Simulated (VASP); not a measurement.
An input for Quantum ESPRESSO's pw.x (written as the equivalent of a VASP run, and not itself run):

```
&CONTROL
  calculation = 'scf'
  pseudo_dir = './pseudo'
  outdir = './out'
  tprnfor = .true.
  tstress = .true.
/
&SYSTEM
  ibrav = 0
  nat = 2
  ntyp = 2
  ecutwfc = 90
  occupations = 'smearing'
  smearing = 'methfessel-paxton'
  degauss = 0.00735
  input_dft = 'pbe'
/
&ELECTRONS
  conv_thr = 7.3e-09
  electron_maxstep = 100
/
ATOMIC_SPECIES
  Al 26.982 Al.upf
  Fe 55.845 Fe.upf
CELL_PARAMETERS angstrom
     2.9248120    0.0000000    0.0000000
     0.0000000    2.9248120    0.0000000
     0.0000000    0.0000000    2.9248120
ATOMIC_POSITIONS crystal
  Al   0.5000000  0.5000000  0.5000000
  Fe   0.0000000  0.0000000  0.0000000
K_POINTS automatic
  13 13 13 0 0 0
```

**Question.** Write the VASP files for the same calculation (PBE).

**Answer.** This is not unique; one that fits is 
INCAR:
```
# general
SYSTEM =FeAl
PREC   =Accurate
ENCUT  =520
LREAL  =.False.
LASPH  =.True.

# electronic loop
EDIFF  =1E-7
NELM   =100
ALGO   =Normal
LMAXMIX=4

# smearing
ISMEAR =1
SIGMA  =0.1

# functional
GGA    =PE

# ions
ISIF   =2

# output
LWAVE  =.False.
LCHARG =.False.
```

File KPOINTS:
```
Automatic
0
G
13 13 13
```

POSCAR:
```
FeAl
2.9248120
  0.9999999959   0.0000000000   0.0000000000
  0.0000000000   0.9999999959   0.0000000000
  0.0000000000   0.0000000000   0.9999999959
Al Fe
1 1
Cartesian
  0.4999999979   0.4999999979   0.4999999979
  0.0000000000   0.0000000000   0.0000000000
```

POTCAR, in this order: Al Fe (PBE.64 set). Program: vasp_std.

What does not carry over: the potentials are each code's own (VASP's PAW set, PseudoDojo norm-conserving files in pw.x), so ENCUT and ecutwfc are chosen apart and not converted; conv_thr bounds pw.x's estimated SCF error, while EDIFF bounds the energy change between steps.

The compound is FeAl in the CsCl type structure. This cell is one point of a volume scan, at 1.06 of the reference volume.
